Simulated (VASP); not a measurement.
Here is a VASP 6.6.1 calculation.

File INCAR:

```
ALGO = Normal
EDIFF = 1E-6
EDIFFG = -0.01
ENCUT = 600
GGA = PS
IBRION = 2
ISIF = 3
ISMEAR = 0
LASPH = T
LCHARG = F
LREAL = F
LWAVE = F
NELM = 80
NSW = 90
PREC = Accurate
SIGMA = 0.03
```

KPOINTS

```
k-points
0
Gamma
  12 12 12
```

POSCAR

```
MgO
1.0
    0.0000000000      2.1085000000      2.1085000000
    2.1085000000      0.0000000000      2.1085000000
    2.1085000000      2.1085000000      0.0000000000
Mg O
1 1
Direct
    0.0000000000      0.0000000000      0.0000000000
    0.5000000000      0.5000000000      0.5000000000
```

Potentials or basis: VASP PAW PBE potentials, release 64 (Mg, O).

Launch:

```bash
$ cat potpaw_PBE.64/Mg/POTCAR potpaw_PBE.64/O/POTCAR > POTCAR
$ mpirun -np 1 vasp_std > vasp.out
```

(1) Predict the relaxed cell.

(2) What does it give for the band gap on the k mesh?

Results:

(1) a = 2.975 Å, b = 2.975 Å, c = 2.975 Å, α = 60.00°, β = 60.00°, γ = 60.00°.

(2) 4.66 eV, direct.
